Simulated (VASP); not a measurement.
An input for Quantum ESPRESSO's pw.x (written as the equivalent of a VASP run, and not itself run):

```
&CONTROL
  calculation = 'vc-relax'
  pseudo_dir = './pseudo'
  outdir = './out'
  tprnfor = .true.
  tstress = .true.
  nstep = 60
  forc_conv_thr = 0.00078
/
&SYSTEM
  ibrav = 0
  nat = 5
  ntyp = 3
  ecutwfc = 84
  occupations = 'smearing'
  smearing = 'gaussian'
  degauss = 0.003675
  input_dft = 'vdw-df-obk8'
/
&ELECTRONS
  conv_thr = 7.3e-08
  electron_maxstep = 100
/
&IONS
/
&CELL
/
ATOMIC_SPECIES
  Ba 137.327 Ba.upf
  Ti 47.867 Ti.upf
  O 15.999 O.upf
CELL_PARAMETERS angstrom
     3.9643770    0.0000000    0.0000000
     0.0000000    3.9643770   -0.0000000
     0.0000000   -0.0000000    4.0827854
ATOMIC_POSITIONS crystal
  Ba   1.0000000  0.0000000  0.0034375
  Ti   0.5000000  0.5000000  0.5215193
  O    0.5000000  0.5000000  0.9712800
  O    1.0000000  0.5000000  0.4838816
  O    0.5000000  1.0000000  0.4838816
K_POINTS automatic
  5 5 5 0 0 0
```

Problem. Write the VASP files for the same calculation (optB88-vdW).

Solution. Several could match; the one computed here: 
INCAR:
```
AGGAC  =  0.0
ALGO  =  Normal
EDIFF  =  1E-6
EDIFFG  =  -0.02
ENCUT  =  520
GGA  =  BO
IBRION  =  2
ISIF  =  3
ISMEAR  =  0
LASPH  =  T
LCHARG  =  F
LMAXMIX  =  4
LREAL  =  F
LUSE_VDW  =  T
LWAVE  =  F
NELM  =  100
NSW  =  60
PARAM1  =  0.1833333333
PARAM2  =  0.22
PREC  =  Accurate
SIGMA  =  0.05
SYSTEM  =  BaTiO3
```

POSCAR:
```
BaTiO3
1.0
  3.9643769711   0.0000000000   0.0000000000
  0.0000000000   3.9643769711   0.0000000000
  0.0000000000   0.0000000000   4.0827854014
Ba Ti O
1 1 3
Cartesian
  3.9643769711   0.0000000000   0.0140345769
  1.9821884856   1.9821884856   2.1292513091
  1.9821884856   1.9821884856   3.9655277904
  3.9643769711   1.9821884856   1.9755847762
  1.9821884856   3.9643769711   1.9755847762
```

**KPOINTS**
```
Automatic mesh
0
Gamma
5 5 5
0 0 0
```

POTCAR, in this order: Ba_sv Ti_sv O (PBE.64 set). Program: vasp_std.

Limits of the translation: the potentials are each code's own (VASP's PAW set, PseudoDojo norm-conserving files in pw.x), so ENCUT and ecutwfc are chosen apart and not converted; conv_thr bounds pw.x's estimated SCF error, while EDIFF bounds the energy change between steps; forc_conv_thr acts on force components and is met together with etot_conv_thr.

The compound is BaTiO3 in the tetragonal perovskite structure. This run relaxes it. Symmetry was kept, so distortions that lower it aren't found. The start is the result of an earlier pass.
